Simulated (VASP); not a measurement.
Output of a VASP run:

### OSZICAR
```
...
DAV:  11    -0.246854145389E+02   -0.81576E-04   -0.34613E-04  2364   0.222E-01    0.205E-02
DAV:  12    -0.246854200157E+02   -0.54768E-05   -0.29235E-05  2095   0.569E-02    0.147E-02
DAV:  13    -0.246854156342E+02    0.43815E-05   -0.16940E-05  1896   0.508E-02    0.143E-03
DAV:  14    -0.246854156033E+02    0.30864E-07   -0.20858E-06  1322   0.119E-02
   1 F= -.24685416E+02 E0= -.24685416E+02  d E =-.246854E+02
       N       E                     dE             d eps       ncg     rms          rms(c)
DAV:   1    -0.255725494086E+02   -0.88713E+00   -0.23957E+01  1876   0.802E+01    0.636E+00
DAV:   2    -0.248357199744E+02    0.73683E+00   -0.21966E+00  1975   0.160E+01    0.224E+00
DAV:   3    -0.246924350195E+02    0.14328E+00   -0.26795E-01  2091   0.110E+01    0.715E-01
DAV:   4    -0.246730373856E+02    0.19398E-01   -0.56778E-02  2100   0.506E+00    0.119E-01
DAV:   5    -0.246728756298E+02    0.16176E-03   -0.15104E-02  1917   0.104E+00    0.623E-02
DAV:   6    -0.246725013491E+02    0.37428E-03   -0.53204E-04  2059   0.245E-01    0.352E-02
DAV:   7    -0.246724892403E+02    0.12109E-04   -0.59524E-05  2231   0.930E-02    0.945E-03
DAV:   8    -0.246724902815E+02   -0.10411E-05   -0.18372E-05  2189   0.375E-02    0.224E-03
DAV:   9    -0.246724903595E+02   -0.78016E-07   -0.49931E-07   989   0.694E-03
   2 F= -.24672490E+02 E0= -.24672490E+02  d E =0.129252E-01
       N       E                     dE             d eps       ncg     rms          rms(c)
DAV:   1    -0.249982254338E+02   -0.32574E+00   -0.72508E+00  1883   0.400E+01    0.366E+00
DAV:   2    -0.247578529263E+02    0.24037E+00   -0.71589E-01  2004   0.942E+00    0.127E+00
DAV:   3    -0.247139113724E+02    0.43942E-01   -0.83421E-02  2107   0.691E+00    0.414E-01
DAV:   4    -0.247078665368E+02    0.60448E-02   -0.17106E-02  2062   0.295E+00    0.737E-02
DAV:   5    -0.247078662000E+02    0.33684E-06   -0.45266E-03  1938   0.608E-01    0.364E-02
DAV:   6    -0.247077974179E+02    0.68782E-04   -0.17591E-04  2027   0.133E-01    0.185E-02
DAV:   7    -0.247077979549E+02   -0.53698E-06   -0.18577E-05  2491   0.631E-02    0.361E-03
DAV:   8    -0.247077974791E+02    0.47584E-06   -0.55507E-06  1424   0.163E-02
   3 F= -.24707797E+02 E0= -.24707797E+02  d E =-.223819E-01
       N       E                     dE             d eps       ncg     rms          rms(c)
DAV:   1    -0.247078651190E+02   -0.67164E-04   -0.18079E-03  1890   0.660E-01    0.570E-02
DAV:   2    -0.247078061491E+02    0.58970E-04   -0.17557E-04  2032   0.143E-01    0.198E-02
DAV:   3    -0.247077950993E+02    0.11050E-04   -0.18952E-05  1825   0.104E-01    0.663E-03
DAV:   4    -0.247077942533E+02    0.84604E-06   -0.53400E-06  1618   0.449E-02
   4 F= -.24707794E+02 E0= -.24707794E+02  d E =-.223786E-01
       N       E                     dE             d eps       ncg     rms          rms(c)
DAV:   1    -0.247083033110E+02   -0.50821E-03   -0.43250E-02  1488   0.170E+00    0.134E-01
DAV:   2    -0.247080927361E+02    0.21057E-03   -0.20587E-03  1867   0.422E-01    0.704E-02
DAV:   3    -0.247079443833E+02    0.14835E-03   -0.29000E-04  1920   0.248E-01    0.201E-02
DAV:   4    -0.247079391884E+02    0.51949E-05   -0.66848E-05  2192   0.700E-02    0.598E-03
DAV:   5    -0.247079380414E+02    0.11470E-05   -0.33055E-06  1481   0.187E-02    0.251E-03
DAV:   6    -0.247079376188E+02    0.42258E-06   -0.62986E-07   863   0.885E-03
   5 F= -.24707938E+02 E0= -.24707938E+02  d E =-.143366E-03
```

File OUTCAR:
```
------------------------ aborting loop because EDIFF is reached ----------------------------------------
  FORCE on cell =-STRESS in cart. coord.  units (eV):
  Direction    XX          YY          ZZ          XY          YZ          ZX
  --------------------------------------------------------------------------------------
  Total        0.0416227      0.0416227      0.0017790      0.0000000      0.0000000      0.0000000
  in kB        0.8907333      0.8907333      0.0380718      0.0000000      0.0000000      0.0000000
  external PRESSURE =       0.6065128 kB  Pullay stress =       0.0000000 kB
  volume of cell :       74.87
      direct lattice vectors                 reciprocal lattice vectors
     4.803343881  0.000000000  0.000000000     0.208188301  0.000000000  0.000000000
    -0.000000000  4.803343881  0.000000000    -0.000000000  0.208188301  0.000000000
     0.000000000  0.000000000  3.244930828     0.000000000  0.000000000  0.308172979
 POSITION                                       TOTAL-FORCE (eV/Angst)
 -----------------------------------------------------------------------------------
      0.00000      0.00000      3.24493        -0.000000     -0.000000      0.000000
      2.40167      2.40167      1.62247        -0.000000     -0.000000      0.000000
      1.47074      1.47074      0.00000        -0.001747     -0.001747      0.000000
      3.87241      0.93094      1.62247        -0.001747      0.001747      0.000000
      0.93094      3.87241      1.62247         0.001747     -0.001747      0.000000
      3.33261      3.33261      0.00000         0.001747      0.001747      0.000000
 -----------------------------------------------------------------------------------
    total drift:                                0.000000      0.000000      0.000000
  FREE ENERGIE OF THE ION-ELECTRON SYSTEM (eV)
  ---------------------------------------------------
  free  energy   TOTEN  =       -24.7079376188 eV

  energy  without entropy=      -24.7079376188  energy(sigma->0) =      -24.70793762

 reached required accuracy - stopping structural energy minimisation
```
(Selected blocks of OUTCAR.)

### POSCAR
```
SnO2
1
    4.7701778428    -0.0000000000     0.0000000000
    0.0000000000     4.7701778428     0.0000000000
    0.0000000000     0.0000000000     3.2197953570
Sn O
2 4
Direct
  0.0000000000   1.0000000000   0.0000000000
  0.5000000000   0.5000000000   0.5000000000
  0.3063833544   0.3063833544   0.0000000000
  0.8063833544   0.1936166456   0.5000000000
  0.1936166456   0.8063833544   0.5000000000
  0.6936166456   0.6936166456   0.0000000000
```

Problem. Write an INCAR and KPOINTS that could have produced this output.

Solution. This is not unique; one that fits is the input of the run itself, optB88-vdW, plane waves, VASP's PBE PAW potentials (set 64).

**KPOINTS**
```
kpoints
0
gamma
  4 4 6
0 0 0
```

**INCAR**
```
LMAXMIX=4   # l cut-off of mixed one-centre charges
ALGO=Normal
LCHARG=.FALSE.
EDIFF=1E-6
LREAL=.FALSE.   # projection in real space or not
PARAM2=0.22
LWAVE=.FALSE.
GGA=BO
SYSTEM=SnO2
LUSE_VDW=.TRUE.
PREC=Accurate
NELM=100   # most electronic steps
NSW=60   # most ionic steps
SIGMA=0.05
PARAM1=0.1833333333
ISIF=3   # ions, shape and volume
AGGAC=0.0
EDIFFG=-0.02
ISMEAR=0
ENCUT=520   # plane-wave cut-off (eV)
IBRION=2
LASPH=.TRUE.   # aspherical one-centre terms
```

POTCAR, in this order: Sn_d O (PBE.64 set). Program: vasp_std.

Energy and stress use the plane-wave basis of the starting cell.

The compound is SnO2 in the rutile structure. This run relaxes it. Symmetry was kept, so distortions that lower it aren't found.
